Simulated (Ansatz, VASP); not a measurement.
# Al17Cu29Si33 in two plane-wave programs, part 2 of 2

Aim: how closely do two programs agree when they are given the same cell, functional and k mesh? The structure shown is frame 57 of Ansatz's trajectory.

VASP 6.6.1 and Ansatz 0.2.0.

So far: The starting structure; Ansatz: dynamics, PBE.

### Step 3. VASP: single point, PBE

Level of this step: PBE; plane waves and PAW (Cu, Al, Si) (VASP).

The same cell, functional, mesh and smearing now go to VASP, with its own data sets.

Lines of VASP's logs that name or quote its potential files are left out, and so is its time.

INCAR reads:

```
SYSTEM = Al17Cu29Si33
PREC = Accurate
ENCUT = 520
EDIFF = 1E-06
NELM = 120
ISMEAR = 0
SIGMA = 0.05
LREAL = Auto
ALGO = Normal
GGA = PE
NBANDS = 312
LASPH = .TRUE.
LORBIT = 11
LWAVE = .FALSE.
LCHARG = .FALSE.
ISIF = 2
GGA_COMPAT = .FALSE.
EFERMI = MIDGAP
NCORE = 2
```

POSCAR reads:

```
Al17Cu29Si33
1.0
   10.8663200000      0.0000000000      0.0000000000
    0.0000000000     10.8663200000      0.0000000000
    0.0000000000      0.0000000000     10.8663200000
Cu Al Si
29 17 33
Direct
    0.4527107613      0.6788866884      0.5575024479
    0.5896108342      0.0201264089      0.6208449595
    0.1452009512      0.5985651076      0.5596190799
    0.5717943149      0.2340810872      0.8659049246
    0.4572201076      0.4178231453      0.7912522363
    0.9055779694      0.3682387414      0.8457693129
    0.2670177208      0.7822703546      0.6611990076
    0.2010524262      0.0702169640      0.6687820716
    0.0342710320      0.1751927055      0.7688343432
    0.4400937944      0.8553585759      0.2184548219
    0.4818926739      0.2711037407      0.1534742213
    0.3161603928      0.3152585236      0.4545052971
    0.0301389983      0.4118321566      0.4501616002
    0.0588239625      0.9200538913      0.3260441437
    0.9634448461      0.1271175522      0.4043319173
    0.7632574782      0.8935867893      0.9128941537
    0.9151396241      0.3037182781      0.2179946845
    0.6030560484      0.5163753690      0.4953746991
    0.1894845725      0.7459010962      0.3143382488
    0.1498299332      0.5314678750      0.8932094766
    0.6727944695      0.8947739437      0.2414432853
    0.0116782867      0.9785833658      0.9415146986
    0.1690820811      0.3177616709      0.0139329598
    0.6479378483      0.6656255292      0.9598741800
    0.2599592134      0.3134271768      0.2262127381
    0.5072554462      0.4994239080      0.1158809974
    0.0857143909      0.4562538191      0.2236083605
    0.4298143254      0.1170773546      0.4931936479
    0.3481859544      0.8939917102      0.0088696081
    0.0699684898      0.8060134434      0.5331059641
    0.8957954487      0.6234677425      0.5503979268
    0.8361616444      0.9324039785      0.4289860781
    0.9217103859      0.9466774400      0.1557104889
    0.6736687305      0.4411705159      0.9255847426
    0.8544198956      0.5209675401      0.3226115189
    0.9350175588      0.7398640938      0.2630145256
    0.6785922005      0.6931877581      0.1792879282
    0.7829329525      0.1155220903      0.8449410656
    0.6755000773      0.1779627326      0.0592380861
    0.6495207209      0.1563546813      0.4422380346
    0.8376616923      0.8673773642      0.6752147921
    0.9192072385      0.7446035088      0.9693346045
    0.9267258833      0.4847271201      0.0337556781
    0.7083722916      0.2964849185      0.6848592716
    0.0631952676      0.6835340759      0.7589505923
    0.8323425042      0.5758435238      0.7889055356
    0.2470661641      0.2462471195      0.8112129958
    0.2445538140      0.9820712072      0.2246666765
    0.4386489630      0.0886408646      0.9828184703
    0.0921287059      0.1591155055      0.2303263662
    0.4280934116      0.1224517592      0.7377290564
    0.9066638936      0.1023253503      0.6113201157
    0.9877677079      0.2066384940      0.0187091858
    0.1564743170      0.7998660080      0.9661780621
    0.6493734769      0.7730307961      0.5726041567
    0.1076905521      0.2331424070      0.5398423753
    0.3655699446      0.6606652482      0.2157952278
    0.3616863851      0.1500692047      0.3022458385
    0.3449465873      0.6104274492      0.7918228066
    0.4476400474      0.4642233985      0.3347959567
    0.4972060458      0.3329922182      0.5943870602
    0.2795794712      0.4109210846      0.6491158000
    0.2133472970      0.9944949164      0.4701867790
    0.5520360159      0.9118358377      0.4228570482
    0.4282222500      0.6902336762      0.0067621789
    0.3504222221      0.8263883265      0.4534009674
    0.0402804261      0.9340972841      0.7244218834
    0.3245348931      0.4608735984      0.0320807780
    0.1534005993      0.6490145698      0.1086844488
    0.5999179115      0.8228268632      0.7799972760
    0.2037212230      0.0722783794      0.0219209447
    0.8031881999      0.4063657246      0.5239032165
    0.7662299656      0.1073500504      0.2531859912
    0.0741465372      0.4083811263      0.7336062255
    0.4108934764      0.8977924449      0.8011267844
    0.5818345125      0.6070040271      0.7298699100
    0.7222684405      0.4186974063      0.1630726870
    0.5808130075      0.9109983877      0.0460137379
    0.2128135376      0.5087278858      0.3716253525
```

KPOINTS reads:

```
Automatic mesh
0
Gamma
1 1 1
0 0 0
```

PAW data sets: Cu, Al and Si (PBE family, release 64).

On the command line:

```
$ mpirun -np 8 vasp_gam
```

Numbers of over 12 decimals in the logs are rounded to 6 here.

The log of the run:

```text
[banner, memory and clock lines left out]
running    8 mpi-ranks, on    1 nodes
[...]
LDA part: xc-table for (Slater+PW92), standard interpolation
 POSCAR, INCAR and KPOINTS ok, starting setup
[...]
entering main loop
       N       E                     dE             d eps       ncg     rms          rms(c)
DAV:   1     0.571861683062E+04    0.57186E+04   -0.21362E+05   624   0.212E+03
DAV:   2     0.102632060220E+04   -0.46923E+04   -0.45159E+04   624   0.535E+02
DAV:   3    -0.162240152282E+03   -0.11886E+04   -0.10760E+04   648   0.255E+02
DAV:   4    -0.367218521470E+03   -0.20498E+03   -0.18095E+03   992   0.113E+02
[...]
DAV:  20    -0.327639419697E+03    0.61656E-05   -0.55624E-05   768   0.100E-01    0.317E-02
DAV:  21    -0.327639417367E+03    0.23298E-05   -0.20578E-05   872   0.476E-02    0.146E-02
DAV:  22    -0.327639417398E+03   -0.31156E-07   -0.74180E-06   600   0.207E-02
   1 F= -.32763942E+03 E0= -.32762045E+03  d E =-.379423E-01
```

Parts of OUTCAR (step 3):

```text
  Total      -18.5367471    -10.8173451     -9.4988984     -2.0249207     -5.1530480     -2.2481273
  in kB      -23.1471026    -13.5077743    -11.8614110     -2.5285476     -6.4346851     -2.8072688
  external PRESSURE =     -16.1720960 kB  Pullay stress =       0.0000000 kB

 POSITION                                       TOTAL-FORCE (eV/Angst)
 -----------------------------------------------------------------------------------
      4.91930      7.37700      6.05800        -0.057531     -0.596194      0.196356
      6.40690      0.21870      6.74630         0.326142     -0.420172      0.238786
      1.57780      6.50420      6.08100         0.296140     -0.403126     -0.080851
      6.21330      2.54360      9.40920         0.273889     -0.094950     -0.079126
      4.96830      4.54020      8.59800         0.020424     -0.081387      0.326545
      9.84030      4.00140      9.19040        -0.751186     -0.726447      0.315987
      2.90150      8.50040      7.18480         0.223071      0.166329      0.294814
      2.18470      0.76300      7.26720         0.985011      0.184482      0.245704
      0.37240      1.90370      8.35440        -0.504415      0.407168      0.644082
      4.78220      9.29460      2.37380         0.151411      0.686020      0.698711
      5.23640      2.94590      1.66770        -0.257239      0.101097     -0.105958
      3.43550      3.42570      4.93880        -0.253980      0.141191      0.103663
      0.32750      4.47510      4.89160        -0.843625     -0.022219      0.202909
      0.63920      9.99760      3.54290        -0.120017      0.679939      0.447034
[...]
-----------------------------------------------------------------------------------
    total drift:                                0.014192     -0.003705     -0.000028

  FREE ENERGIE OF THE ION-ELECTRON SYSTEM (eV)
  ---------------------------------------------------
  free  energy   TOTEN  =      -327.6394173983 eV

  energy  without entropy=     -327.6014750758  energy(sigma->0) =     -327.62044624

[... 3 further parts left out ...]
[key lines of the parts left out:]
E-fermi :   7.2003
```

The run ends at a pressure of -1.62 GPa, with forces up to 1.7 eV/Å.

### Step 4. Side by side

Known differences besides the potentials themselves: the data sets hold 734 valence electrons in Ansatz (on its default PAW (the set named soft_2) files) and 502 in VASP; the cutoff is 420 eV in Ansatz and 520 eV in VASP (PREC = Accurate, projectors in real space). Total energies have different zeros and are not compared.

Forces on 9 of the 79 atoms, those with the largest forces and the largest differences (eV/Å; atoms numbered as in POSCAR):

```csv
atom,"Ansatz x, y, z","VASP x, y, z"
Cu27,"-1.183, 0.235, -1.068","-1.187, 0.234, -1.079"
Al37,"0.403, -1.202, 0.033","0.406, -1.218, 0.043"
Si57,"-0.407, -1.239, 0.183","-0.410, -1.263, 0.174"
Si58,"-0.059, -0.516, -0.371","-0.073, -0.553, -0.385"
Si67,"0.575, 0.707, 0.638","0.549, 0.673, 0.614"
Si69,"-0.007, -1.036, 1.203","-0.003, -1.019, 1.192"
Si70,"1.252, -0.356, 0.424","1.228, -0.360, 0.405"
Si75,"-1.431, 0.924, -0.359","-1.398, 0.931, -0.366"
Si79,"1.237, 0.297, 0.540","1.279, 0.303, 0.543"
```

The forces differ by 12 meV/Å r.m.s., which is 2.5 % of the r.m.s. force of 0.481 eV/Å (both taken over all components).

### Step 5. What came out

```json
{"r.m.s. force difference (single point, PBE)": "2.5 % of the r.m.s. force"}
```

The r.m.s. force difference is 2.5 % of the r.m.s. force (single point, PBE), within the 3 % picked in this series as the mark of a large difference. The data sets hold unlike numbers of valence electrons (734 in Ansatz and 502 in VASP), so part of the differences comes from the potentials. 2 further runs of this series are not shown here. Such differences can come from data sets, numerical settings and the points named under the comparisons, not from the functional's error against experiment.

[Lines on the potential files, build, host, timing and source positions are cut from VASP's logs without a mark.]

[Logs are printed without paths, hosts, clocks, repeated set-up lines and the standing remarks that a program may print on its own settings, such as how far it seeks lower states.]

[Hosts, paths, dates, database ids (printed as entryN), source tags and the programs' standing remarks are cut or masked in the printed files.]
